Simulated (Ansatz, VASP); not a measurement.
# TaSb: VASP beside Ansatz, part 2 of 2

Aim: how closely do two programs agree when they are given the same cell, functional and k mesh? The cell is generated by rule, not measured, and may not be a known phase. The cell is taken from a series of runs on this material, whose earlier steps may have relaxed, scaled, displaced or heated it; both programs get it as it stands.

VASP 6.6.1 and Ansatz 0.2.0.

So far: The starting structure; VASP: zone-centre phonons, LDA.

The structure was built from a prototype and need not be the compound's stable phase.

## 3. Ansatz: zone-centre phonons, LDA

Level of this step: Ansatz beside VASP: Kohn-Sham DFT, plane waves, LDA (Ansatz).

Ansatz runs on norm-conserving files, of PseudoDojo where its log says so.

The same cell, functional (in two slightly different forms), mesh and smearing now go to Ansatz, which takes its cutoff from its data sets.

Input file input.yaml:

```yaml
crystal:
  lattice:
    - [3.5226379344, 0.0, 0.0]
    - [-1.7613189672, 3.0506939396, 0.0]
    - [0.0, 0.0, 3.7330307281]
  atoms:
    - { symbol: Ta, position: [0.3333333333, 0.6666666667, 0.5] }
    - { symbol: Sb, position: [0.0, 0.0, 0.0] }
kpoints:
  mp_grid: { grid: [12, 12, 10] }
hamiltonian:
  xc: lda
  pseudopotentials: { kind: nc }
scf:
  occupations: { method: methfessel_paxton, width: 0.15 }
output:
  eigenvalues: true
phonons:
  method: dfpt
  qmesh: [3, 3, 2]
  temperatures: { t_max: 1000, t_step: 50 }
  qpath:
    path:
      - [[0.0, 0.0, 0.0], [0.5, 0.0, 0.0], [0.33333333, 0.33333333, 0.0], [0.0, 0.0, 0.0], [0.0, 0.0, 0.5], [0.5, 0.0, 0.5], [0.33333333, 0.33333333, 0.5], [0.0, 0.0, 0.5]]
      - [[0.5, 0.0, 0.5], [0.5, 0.0, 0.0]]
      - [[0.33333333, 0.33333333, 0.5], [0.33333333, 0.33333333, 0.0]]
    npoints: 10
```

The run is started by

```bash
ansatz run input.yaml --threads 4 --pin off --max-ram 7168MiB --backend cpu --events-out ev --progress --plain --runs-dir out
```

Numbers of over 12 decimals in the logs are rounded to 6 here.

Log:

```text
Warning: phonons: the dynamical matrix that this run interpolates holds no multipole term above the dipole-dipole one, and a site of this crystal is no centre of inversion, so its interpolated transverse optical and acoustic branches and sound speeds can stay off near Gamma, and the density of states and the thermodynamics with them. What a run solves at a wave vector of phonons.qpoints, Gamma apart, where the deck admits one, is free of this, and under fd what a larger phonons.supercell samples
Engine: ansatz 0.2.0, aarch64-unknown-linux-gnu
Pseudopotentials: kind: nc
Pseudopotential: Ta, nc, valence charge 13, recommended cutoff 789.130201 eV (normal), Ta.nc.azcp (PseudoDojo's, or run here from an input of PseudoDojo's: the run reads no file of this project's for it)
Pseudopotential: Sb, nc, valence charge 15, recommended cutoff 1142.878222 eV (normal), Sb.nc.azcp (PseudoDojo's, or run here from an input of PseudoDojo's: the run reads no file of this project's for it)
Functional definition: SPW92
  exchange = slater_x
  correlation = pw_c
Crystal: 2 atoms, lattice volume = 40.117 Å³
Basis set: ecut = 1142.878222 eV, 3513 PW (Γ), exchange–correlation on 80×80×90 points (8 copies of the dense FFT grid, shifted against one another)
Bands: 18, of which v1, the nominal top of the filled ones, is band 14 counted from 1 (13 counted from 0)
Symmetry: 12 space group operations
k-points: 114 of 1440 (time reversal used)
Non-local potential: Ta, projectors of the file, l = 0: 2, l = 1: 2, l = 2: 2, l = 3: 2
Non-local potential: Sb, projectors of the file, l = 0: 2, l = 1: 2, l = 2: 2
Initial density: superposition of atomic densities (chi_scale 0.1, normalization cell, long waves kept (reshape's long-wave potential 0.00 eV rms))
Initial wavefunctions: pseudopotential atomic-orbital guess
Functional: x = slater, c = lda
SCF iter   1: F=—  HF=-4241.810772 eV  |F-HF|=—  |Δ(HF+E_count)|=         —  Δρ=4.23e-2  dr2=1.20e0  ethr=3.10e-3  ⟨swp⟩=6.0  Hψ=10689  notcnv=0
preconditioner: auto → none  [metal: Δε(μ)=0.038 eV  Ē_g=7.075 eV  σ=0.150 eV  W_gap=0.21  n_scr=8 (ndim 8)  ℏωp=18.5 eV  f_vac=0.000  D(μ)=0.53/eV (n_scr^D=0)  sad-step TF]
SCF iter   2: F=—  HF=-4241.516210 eV  |F-HF|=—  |Δ(HF+E_count)|=   2.95e-1  S|Δr|=    0.00e0  Δρ=2.33e-2  dr2=3.51e-1  ethr=3.10e-3  ⟨swp⟩=2.0  Hψ=3312  notcnv=0
SCF iter   3: F=—  HF=-4241.401006 eV  |F-HF|=—  |Δ(HF+E_count)|=   1.15e-1  S|Δr|=    0.00e0  Δρ=7.22e-3  dr2=2.86e-2  ethr=1.25e-3  ⟨swp⟩=2.0  Hψ=3649  notcnv=0
SCF iter   4: F=—  HF=-4241.392538 eV  |F-HF|=—  |Δ(HF+E_count)|=   8.47e-3  S|Δr|=    0.00e0  Δρ=1.74e-3  dr2=8.89e-4  ethr=1.02e-4  ⟨swp⟩=2.0  Hψ=3901  notcnv=0
SCF iter   5: F=—  HF=-4241.392325 eV  |F-HF|=—  |Δ(HF+E_count)|=   2.13e-4  S|Δr|=    0.00e0  Δρ=2.71e-4  dr2=1.68e-5  ethr=3.18e-6  ⟨swp⟩=2.5  Hψ=3209  notcnv=0
SCF iter   6: F=—  HF=-4241.392323 eV  |F-HF|=—  |Δ(HF+E_count)|=   2.36e-6  S|Δr|=    0.00e0  Δρ=7.54e-5  dr2=9.87e-7  ethr=6.01e-8  ⟨swp⟩=2.0  Hψ=3593  notcnv=0
SCF iter   7: F=—  HF=-4241.392363 eV  |F-HF|=—  |Δ(HF+E_count)|=   4.04e-5  S|Δr|=    0.00e0  Δρ=2.35e-5  dr2=7.89e-8  ethr=3.53e-9  ⟨swp⟩=2.9  Hψ=4019  notcnv=0
SCF iter   8: F=—  HF=-4241.392363 eV  |F-HF|=—  |Δ(HF+E_count)|=   3.36e-8  S|Δr|=    0.00e0  Δρ=4.62e-6  dr2=3.67e-9  ethr=2.82e-10  ⟨swp⟩=2.1  Hψ=2932  notcnv=0
SCF iter   9: F=—  HF=-4241.392363 eV  |F-HF|=—  |Δ(HF+E_count)|=   1.53e-9  S|Δr|=    0.00e0  Δρ=5.10e-7  dr2=4.54e-11  ethr=1.31e-11  ⟨swp⟩=2.4  Hψ=3614  notcnv=0
SCF iter  10: F=-4241.392363 eV  HF=-4241.392363 eV  |F-HF|=0.00e0  |Δ(HF+E_count)|=  9.09e-12  S|Δr|=    0.00e0  Δρ=4.47e-8  dr2=8.22e-13  ethr=1.00e-12  ⟨swp⟩=9.0  Hψ=14163  notcnv=0
SCF 1 converged in 10 iterations: F = -4241.392363 eV  dr2 = 8.22e-13
Initial density: read from a saved state, or passed on in memory by an earlier SCF of this step, an earlier step, the calling program or the single point that the run made first
iter 1 solved again at ethr=2.17e-8 eV; its pass at ethr=3.10e-3 eV (dr2=6.07e-6 eV) is discarded
SCF iter   1: F=—  HF=-4241.392324 eV  |F-HF|=—  |Δ(HF+E_count)|=         —  Δρ=3.15e-7  dr2=2.70e-11  ethr=2.17e-8  ⟨swp⟩=5.6  Hψ=20970  notcnv=0
eigensolver tolerance schedule: the retry pair's looser diagonalisation over-reported the residual by 224763.31 of it (diagonalisation noise at an unbounded share of the residual, at the tolerance the schedule requests for it); recorded, not acted on — ethr = c·dr2/N_el stays at c = 1.0e-1
preconditioner: auto → none  [metal: Δε(μ)=0.060 eV  Ē_g=7.257 eV  σ=0.150 eV  W_gap=0.33  n_scr=8 (ndim 8)  ℏωp=18.5 eV  f_vac=0.000  D(μ)=0.34/eV (n_scr^D=0)]
SCF iter   2: F=—  HF=-4241.392363 eV  |F-HF|=—  |Δ(HF+E_count)|=   3.90e-5  S|Δr|=    0.00e0  Δρ=2.52e-7  dr2=3.55e-11  ethr=1.00e-12  ⟨swp⟩=4.8  Hψ=7267  notcnv=0
SCF iter   3: F=-4241.392363 eV  HF=-4241.392363 eV  |F-HF|=3.64e-12  |Δ(HF+E_count)|=  9.09e-12  S|Δr|=    0.00e0  Δρ=1.27e-7  dr2=4.55e-12  ethr=1.00e-12  ⟨swp⟩=4.4  Hψ=7775  notcnv=0
SCF 2 converged in 3 iterations: F = -4241.392363 eV  dr2 = 4.55e-12
phonons: the bands overlap, so this run is a metal and interpolates without the dipole-dipole term. If the crystal is really an insulator or semiconductor, its LO-TO splitting is missing
NSCF: frozen V_eff on 114 k-points
WARN: eigensolver did not converge in 8 slots of this pass, the one above among them; of largest residual over every band (k=59): 1 band(s) unlocked (lowest unlocked band 17, counted from 0; max residual 4.06e-3 eV among the unlocked bands, 4.06e-3 eV over every band); of lowest unlocked band (k=0): band 17
NSCF: frozen V_eff on 258 k-points
DFPT response loops at q = (0, 0, 0) (fractional): preconditioner auto → Kerker (q_TF=auto, 2.570 Å⁻¹) (partly filled bands, converged f_vac=0.000); β = 1.00, the filter's whole step (`scf.mixing.beta` (0.50) is not read by the response loops under this deck's `scf.mixing.preconditioner`; to damp them name `kerker` or `kerker_dos`, under which they read `scf.mixing.beta`, and type it under 1.00, their step now; both keys bind the ground state too); Broyden in place of MSR1
NSCF: frozen V_eff on 516 k-points
DFPT response loops at q = (0, 0, -0.5) (fractional): mixed as the last ones told, above
NSCF: frozen V_eff on 936 k-points
DFPT response loops at q = (0, 0.333333, 0) (fractional): mixed as the last ones told, above
NSCF: frozen V_eff on 936 k-points
DFPT response loops at q = (0, 0.333333, -0.5) (fractional): mixed as the last ones told, above
NSCF: frozen V_eff on 936 k-points
DFPT response loops at q = (0.333333, 0.333333, 0) (fractional): mixed as the last ones told, above
NSCF: frozen V_eff on 936 k-points
DFPT response loops at q = (0.333333, 0.333333, -0.5) (fractional): mixed as the last ones told, above
SCF converged after 10 iterations
Stability not checked: this state was not tested for a lower state beside it, because cold or Methfessel-Paxton smearing, or corrected tetrahedra, fill the levels in a way that the test cannot read (fill_not_monotonic; see scf.lower_state_search)
Free energy (F): -4241.392363 eV
Harris-Foulkes:  -4241.392363 eV  (|F-HF|=0.00e0)
Internal energy: -4241.392842 eV  (E = F + TS)
E sigma→0 (E₀):  -4241.392483 eV
Entropy (-TS):   0.000479 eV (0.240 meV/atom)
Fermi energy:    16.648615 eV
--- Per-component energies (eV) ---
  E_band       = -210.755995
  E_kinetic    = 1917.150156
  E_local      = -2502.678078  (includes V_loc(G=0)·N_el)
  E_nonlocal   = -396.601607
  E_hartree    = 715.020046
  E_xc         = -1010.384469
  E_vxc        = -658.666539  (∫ρ·V_xc dr)
  E_ewald      = -2963.898888
  E_smearing   = 0.000479  (= −TS)
  E_closure    = 0.000000  (closes the sum)
  Σ components = -4241.392363   (vs F -4241.392363, Δ=0.00e0)
--- Band table (eV; the first three rows and the last of 114) ---
  k-point 0: bands = [... 10 lower, 13.8923, 15.0371, 15.0371, 15.7890, 17.8370, 17.8370, 21.7495, 21.7495]
  k-point 1: bands = [... 10 lower, 13.3534, 15.1044, 15.1044, 15.9636, 17.6409, 17.6409, 21.9024, 21.9024]
  k-point 2: bands = [... 10 lower, 12.1594, 15.2918, 15.2918, 16.3795, 17.2186, 17.2186, 22.0039, 22.0039]
  k-point 113: bands = [... 10 lower, 11.3990, 12.2267, 13.6316, 15.8720, 18.1964, 18.8677, 20.5948, 21.3149]
--- Phonons (Γ-DFPT): 4 representative perturbations + reference (Σ response iterations 8) ---
  ASR residual: 1.108e-4 → 0.000e0 eV/Å²; symmetrization residual: 3.508e-6 eV/Å²
  ASR residual per site (eV/Å²): 1.79e-5 1.11e-4
  Γ frequencies (cm⁻¹): 0.00 0.00 0.00 198.06 198.06 215.22
--- Phonons (arbitrary-q DFPT): 6 irreducible q on the 3×3×2 mesh ---
  q = [0.0000, 0.0000, 0.0000] (star 1, of the zone-centre solve; hermiticity 5.66e-7, symmetrization 1.86e-14): -0.00 -0.00 -0.00 198.06 198.06 215.22
  q = [0.0000, 0.0000, -0.5000] (star 1, 4 solved perturbations in 744 linear systems a pass and spin channel, the states on 258 of 1440 k-point pairs; hermiticity 2.48e-12, symmetrization 1.26e-12, the responses' own estimated error 5.0e-4 eV/Å²): 136.46 136.46 144.15 144.15 161.39 200.06
  q = [0.0000, 0.3333, 0.0000] (star 6, 6 solved perturbations on 468 of 1440 k-point pairs; hermiticity 7.75e-7, symmetrization 2.02e-9, the responses' own estimated error 5.1e-4 eV/Å²): 56.51 116.49 118.77 192.10 197.36 206.93
  q = [0.0000, 0.3333, -0.5000] (star 6, 6 solved perturbations on 468 of 1440 k-point pairs; hermiticity 1.38e-6, symmetrization 3.00e-9, the responses' own estimated error 5.2e-4 eV/Å²): 79.71 104.85 140.60 158.39 213.97 219.93
  q = [0.3333, 0.3333, 0.0000] (star 2, 4 solved perturbations in 1308 linear systems a pass and spin channel, the states on 468 of 1440 k-point pairs; hermiticity 1.01e-6, symmetrization 5.07e-7, the responses' own estimated error 4.9e-4 eV/Å²): 86.87 133.24 164.10 184.20 185.96 204.71
  q = [0.3333, 0.3333, -0.5000] (star 2, 4 solved perturbations in 1308 linear systems a pass and spin channel, the states on 468 of 1440 k-point pairs; hermiticity 1.97e-6, symmetrization 9.87e-7, the responses' own estimated error 4.9e-4 eV/Å²): 71.63 82.22 128.31 183.96 221.75 222.39
  sum rule: each row above includes the acoustic sum rule's correction from the zone centre's row sums; it moved no ω² by more than (0.50 cm⁻¹)²
  mesh force constants: q→R imaginary residual 0.00e0; ASR residual 1.108e-4 → 0.000e0 eV/Å²; symmetrization residual 1.243e-14 eV/Å²
  interpolated dispersion: 93 rows × 6 modes
  density of states and harmonic sums: on the 21×21×18 q-mesh, interpolated from the force constants of a 3×3×2 supercell (no non-analytic term)
  largest difference from the sums on the solved wave vectors: F 3.77e-2 eV, S 5.21e-5 and C_V 1.43e-5 eV/K
  zero-point energy: 0.055918 eV/cell   skipped modes (ω ≤ 0): 3   left out of the sums: 6.30e-5 of the cell's modes: C_V's classical limit lies that fraction below 3 k_B per atom; for a crystal, a wire or a layer, F and S can be off by more, and a phonons.interpolated_qmesh denser along its periods is the remedy for the sampling
```

The column dr2 measures how far the density is from self-consistency, as an energy; F and HF (Harris–Foulkes) agree once it is small.

## 4. Comparison

Known differences besides the potentials themselves: VASP's run holds the zone centre alone; the data sets hold 28 valence electrons in Ansatz (on norm-conserving files, of PseudoDojo where its log says so) and 16 in VASP; the cutoff is 1142.88 eV in Ansatz and 500 eV in VASP; VASP's log shows a relativistic correction to its local exchange, Ansatz's none. Total energies have different zeros and are not compared.

Compared:

```csv
quantity,Ansatz,VASP,difference
optical mode 1 to 2 (cm⁻¹),198.1,198.5,-0.23 %
optical mode 3 (cm⁻¹),215.2,218.2,-1.39 %
```

Modes are paired by rising frequency, not by their patterns, so a pair may set unlike modes beside each other; they are those without the splitting of longitudinal modes.

## 5. What came out

- r.m.s. difference of the optical zone-centre modes, each program's sorted by frequency (zone-centre phonons, LDA): 1.8 cm⁻¹
- difference in optical mode 3 (zone-centre phonons, LDA): -1.4 %

What this shows: The r.m.s. difference of the optical zone-centre modes, each program's sorted by frequency is 1.8 cm⁻¹ (zone-centre phonons, LDA). The data sets hold unlike numbers of valence electrons (28 in Ansatz and 16 in VASP), so part of the differences comes from the potentials. Among the rows given in per cent, the largest difference of the zone-centre phonons, LDA pair is in optical mode 3, -1.4 %. Such differences can come from data sets, numerical settings and the points named under the comparisons, not from the functional's error against experiment.

[Lines on the potential files, build, host, timing and source positions are cut from VASP's logs without a mark.]

[Logs are printed without paths, hosts, clocks, repeated set-up lines and the standing remarks that a program may print on its own settings, such as how far it seeks lower states.]

[Hosts, paths, dates, database ids (printed as entryN), source tags and the programs' standing remarks are cut or masked in the printed files.]
